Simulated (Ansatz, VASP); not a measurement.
## SiC: VASP beside Ansatz

Aim: how closely do two programs agree when they are given the same cell, functional and k mesh? The cell is taken from a series of runs on this material, whose earlier steps may have relaxed, scaled, displaced or heated it; both programs get it as it stands.

Program: Ansatz 0.2.0. Level of theory: plane waves, with VASP 6.6.1 beside it; single point at PBE. Results are calculated unless marked as measured.

## Step 1: Set-up

It takes space group P6_3mc (No. 186, hexagonal). The conventional cell has a = 3.094 Å, b = 3.094 Å, c = 10.129 Å, α = 90.00°, β = 90.00°, γ = 120.00°. Si has 4 C at 1.90 Å nearest. Nearest to Si lie 4 C at 1.89 to 1.90 Å. C has 4 Si at 1.89 to 1.90 Å nearest. Nearest to C lie 4 Si at 1.90 Å. Farther neighbours are not listed.

Coordinates:

```xyz
8
Lattice="3.0941 0.0000 0.0000 -1.5471 2.6796 0.0000 0.0000 0.0000 10.1295" Properties=species:S:1:pos:R:3 pbc="T T T"
Si    1.5471    0.8932    9.4999
Si    0.0000    1.7864    4.4352
Si    1.5471    2.6796    6.9680
Si    1.5471    2.6796    1.9033
C     1.5471    0.8932    7.5951
C     0.0000    1.7864    2.5304
C     1.5471    2.6796    5.0693
C     1.5471    2.6796    0.0046
```

## Step 2: VASP: single point, PBE

A single point gives forces, pressure and levels at one fixed geometry, so differences don't come from the geometry; what else differs is listed under the comparison.

Lines of VASP's logs that name or quote its potential files are left out, and so is its time.

INCAR reads:

```
SYSTEM = SiC
PREC = Accurate
ENCUT = 520
EDIFF = 1E-06
NELM = 120
ISMEAR = -1
SIGMA = 0.02
LREAL = .FALSE.
ALGO = Normal
GGA = PE
NBANDS = 24
LORBIT = 11
LWAVE = .FALSE.
LCHARG = .FALSE.
ISIF = 2
LASPH = .TRUE.
GGA_COMPAT = .FALSE.
EFERMI = MIDGAP
KPAR = 2
```

POSCAR reads:

```
SiC
1.0
    3.0941148189      0.0000000000      0.0000000000
   -1.5470574094      2.6795820354      0.0000000000
    0.0000000000      0.0000000000     10.1294988414
Si C
4 4
Direct
    0.6666666666      0.3333333332      0.9378491685
    0.3333333332      0.6666666666      0.4378491685
    0.9999999999      0.9999999999      0.6878957606
    0.9999999999      0.9999999999      0.1878957606
    0.6666666666      0.3333333332      0.7498032590
    0.3333333332      0.6666666666      0.2498032590
    0.9999999999      0.9999999999      0.5004508118
    0.9999999999      0.9999999999      0.0004508118
```

KPOINTS reads:

```
Automatic mesh
0
Gamma
12 12 2
0 0 0
```

PAW data sets: Si and C (PBE family, release 64).

Launch:

```
$ mpirun -np 2 vasp_std
```

Numbers of over 12 decimals in the logs are rounded to 6 here.

What it wrote:

```text
[banner, memory and clock lines left out]
running    2 mpi-ranks, on    1 nodes
 distrk:  each k-point on    1 cores,    2 groups
 distr:  one band on    1 cores,    1 groups

 POSCAR found type information on POSCAR SiC
 POSCAR found :  2 types and       8 ions
 LDA part: xc-table for (Slater+PW92), standard interpolation
 POSCAR, INCAR and KPOINTS ok, starting setup
 FFT: planning ... GRIDC
 FFT: planning ... GRID_SOFT
 FFT: planning ... GRID
 WAVECAR not read
 entering main loop
       N       E                     dE             d eps       ncg     rms          rms(c)
DAV:   1     0.744228410700E+02    0.74423E+02   -0.14541E+04  1824   0.120E+03
DAV:   2    -0.605142874455E+02   -0.13494E+03   -0.12590E+03  2504   0.197E+02
DAV:   3    -0.674113001688E+02   -0.68970E+01   -0.68489E+01  2432   0.429E+01
DAV:   4    -0.675052963546E+02   -0.93996E-01   -0.93889E-01  2336   0.587E+00
DAV:   5    -0.675072015361E+02   -0.19052E-02   -0.19047E-02  2424   0.788E-01    0.173E+01
DAV:   6    -0.604340463497E+02    0.70732E+01   -0.21138E+01  2344   0.207E+01    0.774E+00
DAV:   7    -0.602803299581E+02    0.15372E+00   -0.19554E+00  2488   0.651E+00    0.336E+00
DAV:   8    -0.602504192419E+02    0.29911E-01   -0.11073E-01  2200   0.168E+00    0.978E-01
DAV:   9    -0.602478899363E+02    0.25293E-02   -0.16815E-02  2368   0.728E-01    0.164E-01
DAV:  10    -0.602483902110E+02   -0.50027E-03   -0.14242E-03  2376   0.197E-01    0.784E-02
DAV:  11    -0.602484728151E+02   -0.82604E-04   -0.20886E-04  2344   0.937E-02    0.164E-02
DAV:  12    -0.602484750273E+02   -0.22122E-05   -0.85333E-06  2368   0.167E-02    0.599E-03
DAV:  13    -0.602484760497E+02   -0.10224E-05   -0.60861E-07  1696   0.466E-03    0.193E-03
DAV:  14    -0.602484762257E+02   -0.17597E-06   -0.76908E-08  1480   0.146E-03
   1 F= -.60248476E+02 E0= -.60248476E+02  d E =0.000000E+00
```

Parts of OUTCAR (step 2):

```text
ion  position               nearest neighbor table
   1  0.667  0.333  0.938-   8 1.90   8 1.90   8 1.90   5 1.90   3 3.10   3 3.10   3 3.10   4 3.10
                             4 3.10   4 3.10
   2  0.333  0.667  0.438-   7 1.90   7 1.90   7 1.90   6 1.90   4 3.10   4 3.10   4 3.10   3 3.10
                             3 3.10   3 3.10
   3  1.000  1.000  0.688-   5 1.89   5 1.89   5 1.89   7 1.90   1 3.10   1 3.10   1 3.10   2 3.10
                             2 3.10   2 3.10
   4  1.000  1.000  0.188-   6 1.89   6 1.89   6 1.89   8 1.90   2 3.10   2 3.10   2 3.10   1 3.10
                             1 3.10   1 3.10
   5  0.667  0.333  0.750-   3 1.89   3 1.89   3 1.89   1 1.90
   6  0.333  0.667  0.250-   4 1.89   4 1.89   4 1.89   2 1.90
   7  1.000  1.000  0.500-   2 1.90   2 1.90   2 1.90   3 1.90
   8  1.000  1.000  0.000-   1 1.90   1 1.90   1 1.90   4 1.90

  LATTYP: Found a hexagonal cell.
 ALAT       =     3.0941148189
 C/A-ratio  =     3.2737953936

 Subroutine GETGRP returns: Found 12 space group operations
 (whereof  6 operations were pure point group operations)

The static configuration has the point symmetry C_3v.
 The point group associated with its full space group is C_6v.

 Found     38 irreducible k-points:

   k-points           NKPTS =     38   k-points in BZ     NKDIM =     38   number of bands    NBANDS=     24

   dimension x,y,z NGX =    24 NGY =   24 NGZ =   80
   dimension x,y,z NGXF=    48 NGYF=   48 NGZF=  160

   ENCUT  =  520.0 eV  38.22 Ry    6.18 a.u.   5.75  5.75 18.83*2*pi/ulx,y,z

   NELECT =      32.0000    total number of electrons

 k-points in reciprocal lattice and weights: Automatic mesh
   0.00000000  0.00000000  0.00000000       0.003
   0.08333333  0.00000000  0.00000000       0.021
   0.16666667  0.00000000  0.00000000       0.021
   0.25000000  0.00000000  0.00000000       0.021
   0.33333333  0.00000000  0.00000000       0.021
   0.41666667  0.00000000  0.00000000       0.021
   0.50000000  0.00000000  0.00000000       0.010
   0.08333333  0.08333333  0.00000000       0.021
   0.16666667  0.08333333  0.00000000       0.042
[...]
0.33333333  0.25000000  0.50000000       0.042
   0.33333333  0.33333333  0.50000000       0.007

 average (electrostatic) potential at core
       1 -80.5989       2 -80.5989       3 -80.5570       4 -80.5570       5 -44.9585
       6 -44.9585       7 -45.0187       8 -45.0187

 E-fermi :   9.1222

 k-point     1 :       0.0000    0.0000    0.0000
  band No.  band energies     occupation
    ...
     12       7.4293      2.00000
     13       7.4293      2.00000
     14       7.9596      2.00000
     15       8.0108      2.00000
     16       8.0108      2.00000
     17      12.9717      0.00000
     18      13.5517      0.00000
     19      14.1299      0.00000
     20      14.1895      0.00000
     21      14.8897      0.00000
    ...

 k-point     2 :       0.0833    0.0000    0.0000
  band No.  band energies     occupation
    ...
     12       7.1538      2.00000
     13       7.2583      2.00000
     14       7.5544      2.00000
     15       7.8789      2.00000
     16       7.9589      2.00000
     17      13.3239      0.00000
     18      13.8667      0.00000
     19      14.1272      0.00000
     20      14.3688      0.00000
     21      14.7719      0.00000
    ...

 k-point     3 :       0.1667    0.0000    0.0000
  band No.  band energies     occupation
    ...
     12       6.4821      2.00000
     13       6.7953      2.00000
     14       6.8558      2.00000
     15       7.6271      2.00000
     16       7.7632      2.00000
     17      12.7263      0.00000
     18      13.4080      0.00000
     19      13.6688      0.00000
     20      14.7067      0.00000
     21      15.0126      0.00000
    ...

  Total       -0.0289433     -0.0289433     -0.0205406     -0.0000000      0.0000000      0.0000000
  in kB       -0.5521633     -0.5521633     -0.3918612     -0.0000000      0.0000000      0.0000000
  external PRESSURE =      -0.4987293 kB  Pullay stress =       0.0000000 kB

  energy-cutoff  :      520.00
  volume of cell :       83.98
      direct lattice vectors                 reciprocal lattice vectors
     3.094114819  0.000000000  0.000000000     0.323194212  0.186596265  0.000000000
    -1.547057409  2.679582035  0.000000000     0.000000000  0.373192530  0.000000000
     0.000000000  0.000000000 10.129498841     0.000000000  0.000000000  0.098721567

 POSITION                                       TOTAL-FORCE (eV/Angst)
 -----------------------------------------------------------------------------------
      1.54706      0.89319      9.49994         0.000000     -0.000000      0.000938
     -0.00000      1.78639      4.43519        -0.000000     -0.000000      0.000938
      1.54706      2.67958      6.96804         0.000000     -0.000000     -0.001513
      1.54706      2.67958      1.90329        -0.000000      0.000000     -0.001513
      1.54706      0.89319      7.59513         0.000000     -0.000000      0.000173
     -0.00000      1.78639      2.53038        -0.000000      0.000000      0.000173
      1.54706      2.67958      5.06932        -0.000000     -0.000000      0.000402
      1.54706      2.67958      0.00457         0.000000      0.000000      0.000402
 -----------------------------------------------------------------------------------
    total drift:                                0.000000      0.000000     -0.000975

  FREE ENERGIE OF THE ION-ELECTRON SYSTEM (eV)
  ---------------------------------------------------
  free  energy   TOTEN  =       -60.2484762257 eV

  energy  without entropy=      -60.2484762257  energy(sigma->0) =      -60.24847623

 total charge
# of ion       s       p       d       tot
------------------------------------------
    1        0.706   0.960   0.000   1.666
    2        0.706   0.960   0.000   1.666
    3        0.707   0.958   0.000   1.665
    4        0.707   0.958   0.000   1.665
    5        0.836   1.696   0.000   2.533
    6        0.836   1.696   0.000   2.533
    7        0.836   1.694   0.000   2.530
    8        0.836   1.694   0.000   2.530
--------------------------------------------------
tot          6.170  10.618   0.000  16.788

[... 3 further parts left out ...]
```

The run ends at a pressure of -0.05 GPa, with forces up to 0.0015 eV/Å.

## Step 3: Ansatz: single point, PBE

Ansatz runs on its default PAW (the set named soft_2) files.

The same cell, functional, mesh and smearing now go to Ansatz, which takes its cutoff from its data sets.

input.yaml reads:

```yaml
crystal:
  lattice:
    - [3.0941148189, 0.0, 0.0]
    - [-1.5470574094, 2.6795820354, 0.0]
    - [0.0, 0.0, 10.1294988414]
  atoms:
    - { symbol: Si, position: [0.6666666667, 0.3333333333, 0.9378491685] }
    - { symbol: Si, position: [0.3333333333, 0.6666666667, 0.4378491685] }
    - { symbol: Si, position: [0.0, 0.0, 0.6878957606] }
    - { symbol: Si, position: [0.0, 0.0, 0.1878957606] }
    - { symbol: C, position: [0.6666666667, 0.3333333333, 0.749803259] }
    - { symbol: C, position: [0.3333333333, 0.6666666667, 0.249803259] }
    - { symbol: C, position: [0.0, 0.0, 0.5004508118] }
    - { symbol: C, position: [0.0, 0.0, 0.0004508118] }
kpoints:
  mp_grid: { grid: [12, 12, 2] }
  band_path:
    path:
      - [[0.0, 0.0, 0.0], [0.5, 0.0, 0.0], [0.33333333, 0.33333333, 0.0], [0.0, 0.0, 0.0], [0.0, 0.0, 0.5], [0.5, 0.0, 0.5], [0.33333333, 0.33333333, 0.5], [0.0, 0.0, 0.5]]
      - [[0.5, 0.0, 0.5], [0.5, 0.0, 0.0]]
      - [[0.33333333, 0.33333333, 0.5], [0.33333333, 0.33333333, 0.0]]
    npoints: 10
hamiltonian:
  xc: pbe
scf:
  occupations: { method: fermi_dirac, width: 0.02 }
  n_extra_bands: 6
output:
  eigenvalues: true
```

Launch:

```
$ ansatz run input.yaml --threads 3 --pin off --max-ram 92160MiB --backend cuda --events-out ev --progress --plain --runs-dir out --devices 1 --max-vram 13GiB
```

What it wrote:

```text
scf.n_extra_bands = 6 over 16 filled bands (N_el = 32.0): the run solves 22 bands
GPUs: using 1 of 1 available (devices: 1).
Engine: ansatz 0.2.0, x86_64-unknown-linux-gnu
Pseudopotentials: kind: paw
Pseudopotential: Si, paw, valence charge 4, recommended cutoff 420 eV (normal), Si.paw.azcp
Pseudopotential: C, paw, valence charge 4, recommended cutoff 420 eV (normal), C.paw.azcp
Functional definition: PBE
  parameter kappa = 0.804
  parameter beta = 0.066725
  exchange = pbe_x(kappa = kappa, mu = beta*pi^2/3)
  correlation = pbe_c(beta = beta)
device memory: the entry about to start is reckoned to put 2.0 GiB on a device that reports 56.6 GiB free (of which the cap on the GPU budget leaves the run 13.0 GiB)
GPU FFT provider: cuFFT
GPU libraries: cuBLAS 13.8.2, cuFFT 12.4.0, cuSOLVER 12.3.4
Crystal: 8 atoms, lattice volume = 83.983 Å³
Basis set: ecut = 420 eV, 1629 PW (Γ)
Bands: 22, of which v1, the nominal top of the filled ones, is band 16 counted from 1 (15 counted from 0)
Symmetry: 12 space group operations
Space group: P63mc (ITA 186), of the structure as read, at distance tolerance 4.4e-5 Å
k-points: 38 of 288
Non-local potential: Si, projectors of the file, l = 0: 2, l = 1: 2, l = 2: 2
Non-local potential: C, projectors of the file, l = 0: 2, l = 1: 2, l = 2: 1
PAW form: soft (Blöchl's): semilocal exchange-correlation on the pseudo side does not see the compensation charge
PAW one-centre angular grid: Si, 110 points (default); XC on 64 Gauss nodes
PAW one-centre angular grid: C, 110 points (default); XC on 64 Gauss nodes
Initial density: superposition of atomic densities (neutral atoms: chi_scale 0, normalization atom), corrected by the library's trained network
Initial wavefunctions: pseudopotential atomic-orbital guess
GPU buffer pool allocated for 41472 grid points (all kernels)
GPU transforms: local potential and band sums: pruned to the plane-wave sphere, on 24×24×72
Functional: x = pbe(κ = 0.804, μ = 0.219515), c = pbe(β = 0.066725)
SCF iter   1: F=—  HF=-3548.646154 eV  |F-HF|=—  |Δ(HF+E_count)|=         —  Δρ=2.77e-3  dr2=7.02e-3  ethr=1.77e-3  ⟨swp⟩=6.8  Hψ=4807  notcnv=0
preconditioner: auto → none  [insulator: Δε(μ)=2.196 eV  Ē_g=11.235 eV  σ=0.020 eV  W_gap=1.00  n_scr=6 (ndim 8)  ℏωp=22.9 eV  f_vac=0.000  D(μ)=0.00/eV (n_scr^D=0)  ε∞_Penn≈5.2]
SCF iter   2: F=—  HF=-3548.645694 eV  |F-HF|=—  |Δ(HF+E_count)|=   4.60e-4  Δρ=7.49e-4  dr2=2.19e-4  ethr=2.19e-5  ⟨swp⟩=2.3  Hψ=1848  notcnv=0  defer=74
SCF iter   3: F=—  HF=-3548.645897 eV  |F-HF|=—  |Δ(HF+E_count)|=   2.03e-4  Δρ=3.22e-4  dr2=3.77e-5  ethr=6.84e-7  ⟨swp⟩=2.4  Hψ=1407  notcnv=0  defer=74
SCF iter   4: F=—  HF=-3548.645937 eV  |F-HF|=—  |Δ(HF+E_count)|=   4.01e-5  Δρ=6.15e-5  dr2=7.61e-6  ethr=1.18e-7  ⟨swp⟩=2.0  Hψ=1336  notcnv=0  defer=74
SCF iter   5: F=—  HF=-3548.645936 eV  |F-HF|=—  |Δ(HF+E_count)|=   6.16e-7  Δρ=1.83e-5  dr2=1.92e-7  ethr=2.38e-8  ⟨swp⟩=2.0  Hψ=1197  notcnv=0  defer=74
SCF iter   6: F=-3548.645937 eV  HF=-3548.645937 eV  |F-HF|=1.08e-8  |Δ(HF+E_count)|=   3.21e-7  Δρ=3.70e-6  dr2=7.15e-9  ethr=3.13e-10  ⟨swp⟩=6.6  Hψ=2657  notcnv=0
SCF 1 converged in 6 iterations: F = -3548.645937 eV  dr2 = 7.15e-9
  greatest PAW one-centre occupation: 0.644 electrons in one spin orbital (limit 2), on the C atom at site 5 (counted from 0), in its partial waves of l = 0
device memory: the entry about to start is reckoned to put 2.6 GiB on a device that reports 56.4 GiB free (of which the cap on the GPU budget leaves the run 13.0 GiB)
NSCF: frozen V_eff on 93 k-points, pencils in batches of 32, up to order 100
SCF converged after 6 iterations
Free energy (F): -3548.645937 eV
Harris-Foulkes:  -3548.645937 eV  (|F-HF|=1.08e-8)
Internal energy: -3548.645937 eV  (E = F + TS)
E sigma→0 (E₀):  -3548.645937 eV
Fermi energy:    10.473586 eV
--- Per-component energies (eV) ---
  E_band       = 110.127509
  E_kinetic    = 539.776370
  E_local      = -422.796206  (includes V_loc(G=0)·N_el)
  E_nonlocal   = 206.615182
  E_hartree    = 129.640022
  E_xc         = -421.022525
  E_vxc        = -436.195705  (∫ρ·V_xc dr)
  E_paw        = -2448.067869  (= ΣΔE_a)
  E_vpaw       = -36.551971  (= ΣTr[D̂ρ^β])
  E_aug_tail   = 0.000048  (compensation charges beyond the density's cutoff)
  E_ewald      = -1132.790960
  E_smearing   = -0.000000  (= −TS)
  E_closure    = -0.000000  (closes the sum)
  Σ components = -3548.645937   (vs F -3548.645937, Δ=0.00e0)
--- Band table (eV; the first three rows and the last of 38) ---
  k-point 0: bands = [... 12 lower, 8.7815, 9.3126, 9.3632, 9.3632, 14.3188, 14.8984, 15.4645, 15.5367, ... 2 higher]
  k-point 1: bands = [... 12 lower, 9.1576, 9.1576, 9.1576, 9.1576, 14.5272, 14.5272, 15.9659, 15.9659, ... 2 higher]
  k-point 2: bands = [... 12 lower, 8.6107, 8.9067, 9.2322, 9.3116, 14.6723, 15.2154, 15.4773, 15.7093, ... 2 higher]
  k-point 37: bands = [... 12 lower, 6.6331, 6.6331, 6.9390, 6.9390, 12.6033, 12.6033, 15.9557, 15.9557, ... 2 higher]
```

Reading the cycles: dr2 is the Hartree energy of the density residual (eV), the measure of convergence; HF is the Harris–Foulkes estimate of the energy, which meets the free energy F at convergence.

## Step 4: Comparison

Known differences besides the potentials themselves: the cutoff is 420 eV in Ansatz and 520 eV in VASP. Total energies have different zeros and are not compared.

Both answers:

```
              quantity  Ansatz   VASP  difference
gap on the k mesh (eV)   2.224  2.223      +0.001
```

A gap on the mesh is an upper bound, since the band edges may lie between its points.

## Step 5: What came out

```json
{
 "difference in gap on the k mesh (single point, PBE)": "0.0014 eV"
}
```

**Reading.** The difference in gap on the k mesh is 0.0014 eV (single point, PBE), within the 0.08 eV picked in this series as the mark of a large difference. Such differences can come from data sets, numerical settings and the points named under the comparisons, not from the functional's error against experiment.

[Lines on the potential files, build, host, timing and source positions are cut from VASP's logs without a mark.]

[Logs are printed without paths, hosts, clocks, repeated set-up lines and the standing remarks that a program may print on its own settings, such as how far it seeks lower states.]

[Hosts, paths, dates, database ids (printed as entryN), source tags and the programs' standing remarks are cut or masked in the printed files.]
